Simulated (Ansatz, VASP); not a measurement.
**Zn2SeS ([001] superlattice of 2 + 2 monolayers (invented)) in two plane-wave programs**

Wanted: the spread between two codes on one cell, functional and k mesh. The cell is generated by rule, not measured, and may not be a known phase. The cell is taken from a series of runs on this material, whose earlier steps may have relaxed, scaled, displaced or heated it; both programs get it as it stands.

Calculated with Ansatz 0.2.0; plane waves, with VASP 6.6.1 beside it; relaxation of cell and atoms at r2SCAN.

## Step 1: The starting structure

The structure is tetragonal, space group P-4m2 (No. 115). Conventional cell: a = 3.910 Å, b = 3.910 Å, c = 11.047 Å, α = 90.00°, β = 90.00°, γ = 90.00°. Nearest to Zn lie 2 S at 2.35 Å and 2 Se at 2.44 Å. Nearest to Zn lie 4 Se at 2.44 Å. Zn has 4 S at 2.35 Å nearest. Nearest to Se lie 4 Zn at 2.44 Å. Nearest to S lie 4 Zn at 2.35 Å. Farther neighbours and most contacts between anions are not listed.

Coordinates:

```xyz
8
Lattice="3.9103 0.0000 0.0000 0.0000 3.9103 0.0000 0.0000 0.0000 11.0474" Properties=species:S:1:pos:R:3 pbc="T T T"
Zn    0.0000    0.0000    8.1387
Zn    1.9552    1.9552   11.0474
Zn    0.0000    0.0000    2.9087
Zn    1.9552    1.9552    5.5237
Se    0.0000    1.9552    9.5923
Se    1.9552    0.0000    1.4551
S     0.0000    1.9552    4.2185
S     1.9552    0.0000    6.8288
```

## Step 2: VASP: relaxation of cell and atoms, r2SCAN

The relaxed volume is the usual yardstick between codes: in a stiff, nearly cubic crystal its relative difference is about their pressure difference at one cell divided by the bulk modulus.

Lines of VASP's logs that name or quote its potential files are left out, and so is its time.

Contents of INCAR:

```
SYSTEM = Zn2SeS
PREC = Accurate
ENCUT = 550
EDIFF = 1E-07
NELM = 120
ISMEAR = 0
SIGMA = 0.02
LREAL = .FALSE.
ALGO = Normal
METAGGA = R2SCAN
LASPH = .TRUE.
NBANDS = 44
LORBIT = 11
LWAVE = .FALSE.
LCHARG = .FALSE.
ISIF = 3
IBRION = 2
NSW = 80
EDIFFG = -0.005
GGA_COMPAT = .FALSE.
NELMIN = 4
EFERMI = MIDGAP
LMIXTAU = .TRUE.
KPAR = 2
```

Contents of POSCAR:

```
Zn2SeS
1.0
    3.9103270000      0.0000000000      0.0000000000
    0.0000000000      3.9103270000      0.0000000000
    0.0000000000      0.0000000000     11.0473790000
Zn Se S
4 2 2
Direct
    0.0000000000      0.0000000000      0.7367075485
    0.5000000000      0.5000000000      0.9999999548
    0.0000000000      0.0000000000      0.2632923610
    0.5000000000      0.5000000000      0.4999999548
    0.0000000000      0.5000000000      0.8682867674
    0.5000000000      0.0000000000      0.1317131421
    0.0000000000      0.5000000000      0.3818579502
    0.5000000000      0.0000000000      0.6181419592
```

Contents of KPOINTS:

```
Automatic mesh
0
Gamma
6 6 2
0 0 0
```

Potentials, in the order of the species: Zn, Se and S (PBE family, release 64).

Started as:

```
$ mpirun -np 2 vasp_std
```

Numbers of over 12 decimals in the logs are rounded to 6 here.

The log of the run:

```text
[banner, memory and clock lines left out]
running    2 mpi-ranks, on    1 nodes
 distrk:  each k-point on    1 cores,    2 groups
 distr:  one band on    1 cores,    1 groups

 POSCAR found type information on POSCAR ZnSeS
 POSCAR found :  3 types and       8 ions
|                                                                             |
|               ----> ADVICE to this user running VASP <----                  |
|                                                                             |
|     You enforced a specific xc type in the INCAR file but a different       |
|     [... a line on the potential file left out ...]
|     I HOPE YOU KNOW WHAT YOU ARE DOING!                                     |
|                                                                             |

 LDA part: xc-table for (None), standard interpolation
 POSCAR, INCAR and KPOINTS ok, starting setup
 FFT: planning ... GRIDC
 FFT: planning ... GRID_SOFT
 FFT: planning ... GRID
 WAVECAR not read
 entering main loop
       N       E                     dE             d eps       ncg     rms          rms(c)
DAV:   1     0.524720363734E+03    0.52472E+03   -0.35012E+04  1760   0.205E+03
DAV:   2    -0.211220534716E+02   -0.54584E+03   -0.53004E+03  1776   0.455E+02
DAV:   3    -0.958470628360E+02   -0.74725E+02   -0.73869E+02  1928   0.158E+02
DAV:   4    -0.991444339868E+02   -0.32974E+01   -0.32849E+01  2084   0.325E+01
DAV:   5    -0.991861355945E+02   -0.41702E-01   -0.41672E-01  2000   0.364E+00    0.124E+01
DAV:   6    -0.936349061911E+02    0.55512E+01   -0.59291E+00  2400   0.473E+01    0.108E+01
DAV:   7    -0.878277560319E+02    0.58072E+01   -0.20591E+00  1832   0.108E+01    0.488E+00
DAV:   8    -0.904982313320E+02   -0.26705E+01   -0.75075E-01  1776   0.650E+00    0.133E+00
DAV:   9    -0.843272032627E+02    0.61710E+01   -0.25383E+00  1832   0.104E+01    0.227E+00
DAV:  10    -0.874205630699E+02   -0.30934E+01   -0.15566E+00  1784   0.824E+00    0.346E-01
DAV:  11    -0.874049525870E+02    0.15610E-01   -0.55018E-02  1940   0.165E+00    0.385E-01
DAV:  12    -0.873094195964E+02    0.95533E-01   -0.14375E-02  1816   0.745E-01    0.365E-01
DAV:  13    -0.871363054354E+02    0.17311E+00   -0.15782E-02  1812   0.999E-01    0.647E-01
DAV:  14    -0.874653815728E+02   -0.32908E+00   -0.12570E-01  1768   0.211E+00    0.271E-01
[...]
DAV:  27    -0.874761862828E+02    0.80182E-05   -0.37790E-06  2116   0.110E-02    0.269E-02
DAV:  28    -0.874761864303E+02   -0.14746E-06   -0.89476E-07  1664   0.700E-03    0.255E-02
DAV:  29    -0.874761846827E+02    0.17476E-05   -0.32718E-07  1696   0.112E-02    0.202E-02
DAV:  30    -0.874761851053E+02   -0.42259E-06   -0.61111E-07  1908   0.927E-03    0.160E-02
DAV:  31    -0.874761853689E+02   -0.26363E-06   -0.20213E-07  1144   0.357E-03    0.133E-02
DAV:  32    -0.874761863231E+02   -0.95422E-06   -0.65355E-08  1104   0.496E-03    0.771E-03
DAV:  33    -0.874761873019E+02   -0.97880E-06   -0.19914E-07  1212   0.386E-03    0.477E-03
DAV:  34    -0.874761872231E+02    0.78814E-07   -0.10033E-07   924   0.212E-03
   1 F= -.87476187E+02 E0= -.87476187E+02  d E =-.874762E+02
[...]
2 F= -.87476308E+02 E0= -.87476308E+02  d E =-.121238E-03
[...]
3 F= -.87476311E+02 E0= -.87476311E+02  d E =-.123369E-03
 curvature:  -0.33 expect dE=-0.681E-05 dE for cont linesearch -0.245E-06
 ZBRENT: accuracy reached
 trial: gam= 0.06606 g(F)=  0.500E-05 g(S)=  0.156E-04 ort = 0.106E-04 (trialstep = 0.101E+01)
 search vector abs. value=  0.227E-04
 bond charge predicted
       N       E                     dE             d eps       ncg     rms          rms(c)
DAV:   1    -0.874764752786E+02   -0.16465E-03   -0.38689E-03  2200   0.697E-01    0.983E-02
DAV:   2    -0.874762603106E+02    0.21497E-03   -0.78474E-04  2180   0.425E-01    0.381E-02
DAV:   3    -0.874762636384E+02   -0.33278E-05   -0.38412E-05  1968   0.391E-02    0.209E-02
DAV:   4    -0.874762647629E+02   -0.11246E-05   -0.19881E-05  2088   0.455E-02    0.691E-03
DAV:   5    -0.874762745817E+02   -0.98188E-05   -0.67599E-06  1788   0.257E-02    0.448E-03
DAV:   6    -0.874762779907E+02   -0.34090E-05   -0.15374E-06  2032   0.106E-02    0.136E-03
DAV:   7    -0.874762791787E+02   -0.11880E-05   -0.10811E-06  1784   0.101E-02    0.109E-03
DAV:   8    -0.874762786879E+02    0.49082E-06   -0.34033E-07  1304   0.580E-03    0.530E-04
DAV:   9    -0.874762788178E+02   -0.12986E-06   -0.42507E-08   996   0.289E-03    0.243E-04
DAV:  10    -0.874762790036E+02   -0.18585E-06   -0.19252E-08   916   0.158E-03    0.144E-04
DAV:  11    -0.874762790196E+02   -0.15948E-07   -0.32313E-09   916   0.437E-04
   4 F= -.87476279E+02 E0= -.87476279E+02  d E =0.315723E-04
 trial-energy change:    0.000032  1 .order   -0.000008   -0.000021    0.000005
 step:   0.8109(harm=  0.8109)  dis= 0.00028  next Energy=   -87.476319 (dE=-0.864E-05)
 reached required accuracy - stopping structural energy minimisation
```

OUTCAR, selected parts (step 2):

```text
ion  position               nearest neighbor table
   1  0.000  0.000  0.737-   8 2.35   8 2.35   5 2.44   5 2.44
   2  0.500  0.500  1.000-   6 2.44   6 2.44   5 2.44   5 2.44
   3  0.000  0.000  0.263-   7 2.35   7 2.35   6 2.44   6 2.44
   4  0.500  0.500  0.500-   8 2.35   8 2.35   7 2.35   7 2.35
   5  0.000  0.500  0.868-   1 2.44   1 2.44   2 2.44   2 2.44
   6  0.500  0.000  0.132-   3 2.44   3 2.44   2 2.44   2 2.44
   7  0.000  0.500  0.382-   4 2.35   4 2.35   3 2.35   3 2.35
   8  0.500  0.000  0.618-   4 2.35   4 2.35   1 2.35   1 2.35

  LATTYP: Found a simple tetragonal cell.
 ALAT       =     3.9103270000
 C/A-ratio  =     2.8251803494

 Subroutine GETGRP returns: Found  8 space group operations
 (whereof  8 operations were pure point group operations)

The static configuration has the point symmetry D_2d.

 Found     20 irreducible k-points:

   k-points           NKPTS =     20   k-points in BZ     NKDIM =     20   number of bands    NBANDS=     44

   dimension x,y,z NGX =    30 NGY =   30 NGZ =   90
   dimension x,y,z NGXF=    60 NGYF=   60 NGZF=  180

   ENCUT  =  550.0 eV  40.42 Ry    6.36 a.u.   7.48  7.48 21.13*2*pi/ulx,y,z

   NELECT =      72.0000    total number of electrons

 k-points in reciprocal lattice and weights: Automatic mesh
   0.00000000  0.00000000  0.00000000       0.014
   0.16666667  0.00000000  0.00000000       0.056
   0.33333333  0.00000000  0.00000000       0.056
   0.50000000  0.00000000  0.00000000       0.028
   0.16666667  0.16666667  0.00000000       0.056
   0.33333333  0.16666667  0.00000000       0.111
   0.50000000  0.16666667  0.00000000       0.056
   0.33333333  0.33333333  0.00000000       0.056
   0.50000000  0.33333333  0.00000000       0.056
[...]
0.50000000  0.33333333  0.50000000       0.056
   0.50000000  0.50000000  0.50000000       0.014

 average (electrostatic) potential at core
       1 -42.2169       2 -42.1788       3 -42.2169       4 -42.2484       5 -59.9205
       6 -59.9205       7 -92.0784       8 -92.0784

 E-fermi :   2.7595

 k-point     1 :       0.0000    0.0000    0.0000
  band No.  band energies     occupation
    ...
     32       0.4379      2.00000
     33       0.4379      2.00000
     34       1.5700      2.00000
     35       1.6705      2.00000
     36       1.6705      2.00000
     37       3.8484      0.00000
     38       5.0930      0.00000
     39       5.6324      0.00000
     40       6.2695      0.00000
     41       6.3167      0.00000
    ...

 k-point     2 :       0.1667    0.0000    0.0000
  band No.  band energies     occupation
    ...
     32       0.3449      2.00000
     33       0.5418      2.00000
     34       0.5536      2.00000
     35       1.1650      2.00000
     36       1.6004      2.00000
     37       4.8647      0.00000
     38       5.4971      0.00000
     39       6.1397      0.00000
     40       6.1887      0.00000
     41       6.6774      0.00000
    ...

 k-point     3 :       0.3333    0.0000    0.0000
  band No.  band energies     occupation
    ...
     32       0.4270      2.00000
     33       0.5363      2.00000
     34       0.5488      2.00000
     35       0.7886      2.00000
     36       1.3721      2.00000
     37       5.4013      0.00000
     38       5.4481      0.00000
     39       6.0484      0.00000
     40       6.1899      0.00000
     41       7.9536      0.00000
    ...

  Total       -0.0101220     -0.0101220     -0.0081185      0.0000000      0.0000000      0.0000000
  in kB       -0.0960082     -0.0960082     -0.0770047      0.0000000      0.0000000      0.0000000
  external PRESSURE =      -0.0896737 kB  Pullay stress =       0.0000000 kB

  energy-cutoff  :      550.00
  volume of cell :      168.91
      direct lattice vectors                 reciprocal lattice vectors
     3.910206675  0.000000000  0.000000000     0.255740958  0.000000000 -0.000000000
     0.000000000  3.910206675  0.000000000     0.000000000  0.255740958  0.000000000
     0.000000000  0.000000000 11.047602160    -0.000000000  0.000000000  0.090517380

 POSITION                                       TOTAL-FORCE (eV/Angst)
 -----------------------------------------------------------------------------------
      0.00000      0.00000      8.13716         0.000000     -0.000000      0.000200
      1.95510      1.95510     11.04760        -0.000000     -0.000000      0.000000
      3.91021      0.00000      2.91044        -0.000000     -0.000000     -0.000200
      1.95510      1.95510      5.52380        -0.000000      0.000000      0.000000
      3.91021      1.95510      9.59349        -0.000000     -0.000000     -0.001034
      1.95510      0.00000      1.45411         0.000000     -0.000000      0.001034
      0.00000      1.95510      4.21733         0.000000     -0.000000      0.000073
      1.95510      0.00000      6.83027        -0.000000     -0.000000     -0.000073
 -----------------------------------------------------------------------------------
    total drift:                                0.000000      0.000000      0.001157

  FREE ENERGIE OF THE ION-ELECTRON SYSTEM (eV)
  ---------------------------------------------------
  free  energy   TOTEN  =       -87.4762790196 eV

  energy  without entropy=      -87.4762790196  energy(sigma->0) =      -87.47627902

 reached required accuracy - stopping structural energy minimisation

 total charge
# of ion       s       p       d       tot
------------------------------------------
    1        0.506   0.460   9.811  10.776
    2        0.516   0.460   9.805  10.781
    3        0.506   0.460   9.811  10.776
    4        0.496   0.461   9.816  10.774
    5        1.429   2.499   0.031   3.960
    6        1.429   2.499   0.031   3.960
    7        1.304   2.455   0.000   3.759
    8        1.304   2.455   0.000   3.759
--------------------------------------------------
tot          7.489  11.750  39.306  58.544

[... 3 further parts left out ...]
```

CONTCAR:

```
Zn2SeS
   1.00000000000000
     3.9102066746825610    0.0000000000000000    0.0000000000000000
     0.0000000000000000    3.9102066746825610    0.0000000000000000
     0.0000000000000000    0.0000000000000000   11.0476021602019170
  Zn              Se              S
     4     2     2
Direct
     0.0000000000000000    0.0000000000000000    0.7365542688324398
     0.5000000000000000    0.5000000000000000    0.9999999548000034
     1.0000000000000000    0.0000000000000000    0.2634456406675581
     0.5000000000000000    0.5000000000000000    0.4999999548000034
     1.0000000000000000    0.5000000000000000    0.8683778791039094
     0.5000000000000000    0.0000000000000000    0.1316220303960884
     0.0000000000000000    0.5000000000000000    0.3817414721813547
     0.5000000000000000    0.0000000000000000    0.6182584372186485
```

The run keeps the 8 symmetry operations of its start, so it cannot find a distortion of lower symmetry.

(Part 1 of 2 ends here.)

[Lines on the potential files, build, host, timing and source positions are cut from VASP's logs without a mark.]

[Logs are printed without paths, hosts, clocks, repeated set-up lines and the standing remarks that a program may print on its own settings, such as how far it seeks lower states.]

[Hosts, paths, dates, database ids (printed as entryN), source tags and the programs' standing remarks are cut or masked in the printed files.]
